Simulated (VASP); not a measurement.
Ge (diamond): the LDA highest Γ mode (no LO-TO splitting) against the volume, with the cell scaled uniformly; LDA's own equilibrium is at 22.123 Å³/atom. VASP (PAW), 400 eV cut-off, 13×13×13 Γ-centred mesh, Gaussian smearing of 0.010 eV, potentials Ge_d.  Fit ln ω as a straight line in ln V.

```json
[
 {"V (Å³/atom)": "20.132", "ln(ω/cm⁻¹)": "5.7894"},
 {"V (Å³/atom)": "20.795", "ln(ω/cm⁻¹)": "5.7596"},
 {"V (Å³/atom)": "21.459", "ln(ω/cm⁻¹)": "5.7261"},
 {"V (Å³/atom)": "22.123", "ln(ω/cm⁻¹)": "5.6930"}
]
```

Q: Fit the rows as the text says and predict the value at 19.468.

A: The slope is -1.03, a mode Grüneisen parameter of 1.03. The line misses the rows by up to 0.0019 and gives 5.8253 at 19.468. The run gave 5.8265, +0.0012 from the line.

Left out are failed runs and those whose mesh is unfit for this quantity.

The compound is Ge in the diamond structure.
